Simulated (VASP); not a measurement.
Data:

```xyz
1
Lattice="0.0000 3.0400 3.0400 3.0400 0.0000 3.0400 3.0400 3.0400 0.0000" Properties=species:S:1:pos:R:3 pbc="T T T"
Sr     0.0000     0.0000     0.0000
```

All values below come from SCAN meta-GGA, VASP's PBE PAW potentials (set 64) (plane waves; VASP). Settings: 520 eV cut-off, 12×12×12 Γ-centred mesh, tetrahedra with Blöchl corrections, potentials Sr_sv.

Give the energies of bands 5 to 8 at the high-symmetry points, in eV from the Fermi level.

```csv
band,Γ,X,U,L,W
5,-3.79,-0.58,-0.05,-1.09,0.12
6,2.59,0.47,0.31,-0.05,0.67
7,2.59,0.97,0.82,2.43,0.67
8,2.59,5.22,3.68,2.43,2.48
```

It has no gap at this level: it comes out as a metal or semimetal.

The compound is Sr in the fcc structure. The cell was not relaxed at this level.
